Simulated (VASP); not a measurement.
Input of a VASP 6.6.1 run:

File INCAR:

```
PREC = Accurate
ENCUT = 520
EDIFF = 1E-6
ISMEAR = 0
SIGMA = 0.03
LREAL = False
LASPH = True
NELM = 60
ALGO = Fast
ISIF = 2
LWAVE = False
LCHARG = False
GGA = PS
NBANDS = 21
```

KPOINTS

```
regular mesh
0
Gamma
  12 12 6
```

POSCAR

```
Mg2CdN2
1.0
    3.5528825911      0.0000000000      0.0000000000
   -1.7764412955      3.0768865806      0.0000000000
    0.0000000000      0.0000000000      5.9838310064
Mg Cd N
2 1 2
Direct
    0.6666666667      0.3333333333      0.1534420000
    0.3333333333      0.6666666667      0.8465580000
    0.0000000000      0.0000000000      0.5000000000
    0.6666666667      0.3333333333      0.7722310000
    0.3333333333      0.6666666667      0.2277690000
```

Potentials or basis: VASP PAW PBE potentials, release 64 (Mg, Cd, N).

Launch:

```console
$ cat potpaw_PBE.64/Mg/POTCAR potpaw_PBE.64/Cd/POTCAR potpaw_PBE.64/N/POTCAR > POTCAR
$ mpirun -np 1 vasp_std > vasp.out
```

**Question.** Predict the pressure.

**Answer.** -3.8 GPa.

**Question.** What does it give for the largest force?

**Answer.** 0.091 eV/Å.

Stress tensor (GPa, compression positive):
```
-3.71  0.00  0.00
 0.00 -3.71  0.00
 0.00  0.00 -4.03
```

Caveat: the PAW data sets were made with another functional, which shifts forces and pressure a little.
